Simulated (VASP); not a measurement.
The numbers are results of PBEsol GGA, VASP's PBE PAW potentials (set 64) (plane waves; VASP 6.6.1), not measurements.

The input files of a VASP run:

**POSCAR**
```
LiCl(100) slab
1
    3.5793243777     0.0000000000     0.0000000000
    0.0000000000     3.5793243777     0.0000000000
    0.0000000000     0.0000000000    24.8960237404
Li Cl
4 4
Direct
  0.0000000000   0.5000000000   0.3522654250
  0.5000000000   0.0000000000   0.4460002361
  0.0000000000   0.5000000000   0.5539997639
  0.5000000000   1.0000000000   0.6477345750
  1.0000000000   0.5000000000   0.4496940319
  0.5000000000   0.0000000000   0.3447472991
  0.0000000000   0.5000000000   0.6552527009
  0.5000000000   0.0000000000   0.5503059681
```

### KPOINTS
```
Automatic mesh
0
Gamma
6 6 1
0 0 0
```

INCAR:
```
ALGO = Normal
DIPOL = 0.5 0.5 0.5
EDIFF = 1E-6
ENCUT = 450
GGA = PS
IDIPOL = 3
ISMEAR = 0
LASPH = T
LCHARG = F
LDIPOL = T
LORBIT = 11
LREAL = F
LVHAR = T
LWAVE = F
NELM = 100
NELMIN = 4
PREC = Normal
SIGMA = 0.05
SYSTEM = LiCl(100) slab
```

POTCAR, in this order: Li_sv Cl (PBE.64 set). Program: vasp_std. Read from the step before: WAVECAR.

What VASP printed:

File OSZICAR:
```
       N       E                     dE             d eps       ncg     rms          rms(c)
DAV:   1    -0.303107961270E+02   -0.30311E+02   -0.44262E-06   631   0.113E-02    0.211E-03
DAV:   2    -0.303107960337E+02    0.93320E-07   -0.66138E-07   484   0.533E-03    0.114E-03
DAV:   3    -0.303107960316E+02    0.20414E-08   -0.18492E-07   471   0.285E-03    0.678E-04
DAV:   4    -0.303107960393E+02   -0.76529E-08   -0.80129E-08   444   0.196E-03
   1 F= -.30310796E+02 E0= -.30310796E+02  d E =-.158963E-19
```

File OUTCAR:
```
------------------------ aborting loop because EDIFF is reached ----------------------------------------
  FORCE on cell =-STRESS in cart. coord.  units (eV):
  Direction    XX          YY          ZZ          XY          YZ          ZX
  --------------------------------------------------------------------------------------
  Total       -1.4429218     -1.4429218     -0.4596104      0.0000000      0.0000000      0.0000000
  in kB       -7.2480515     -7.2480515     -2.3087045      0.0000000      0.0000000      0.0000000
  external PRESSURE =      -5.6016025 kB  Pullay stress =       0.0000000 kB
  volume of cell :      318.96
      direct lattice vectors                 reciprocal lattice vectors
     3.579324378  0.000000000  0.000000000     0.279382334  0.000000000  0.000000000
     0.000000000  3.579324378  0.000000000     0.000000000  0.279382334  0.000000000
     0.000000000  0.000000000 24.896023740     0.000000000  0.000000000  0.040167057
 POSITION                                       TOTAL-FORCE (eV/Angst)
 -----------------------------------------------------------------------------------
      0.00000      1.78966      8.77001        -0.000000      0.000000      0.005912
      1.78966      0.00000     11.10363         0.000000      0.000000      0.002056
      0.00000      1.78966     13.79239        -0.000000      0.000000     -0.002056
      1.78966      0.00000     16.12602        -0.000000      0.000000     -0.005912
      0.00000      1.78966     11.19559         0.000000     -0.000000     -0.006477
      1.78966      0.00000      8.58284        -0.000000      0.000000      0.008256
      0.00000      1.78966     16.31319        -0.000000      0.000000     -0.008256
      1.78966      0.00000     13.70043        -0.000000      0.000000      0.006477
 -----------------------------------------------------------------------------------
    total drift:                                0.000000      0.000000      0.000000
  FREE ENERGIE OF THE ION-ELECTRON SYSTEM (eV)
  ---------------------------------------------------
  free  energy   TOTEN  =       -30.3107960393 eV

  energy  without entropy=      -30.3107960393  energy(sigma->0) =      -30.31079604

 total charge

# of ion       s       p       d       tot
------------------------------------------
    1        2.007   0.038   0.000   2.044
    2        2.007   0.040   0.000   2.047
    3        2.007   0.040   0.000   2.047
    4        2.007   0.038   0.000   2.044
    5        1.579   3.569   0.000   5.148
    6        1.578   3.554   0.000   5.133
    7        1.578   3.554   0.000   5.133
    8        1.579   3.569   0.000   5.148
--------------------------------------------------
tot         14.342  14.401   0.000  28.744
```
(Selected blocks of OUTCAR.)

At this cut-off the stress carries a Pulay error, which pulls relaxed volumes low.

The cell is a thin slab with vacuum, built from LiCl (rock salt): (100) face.
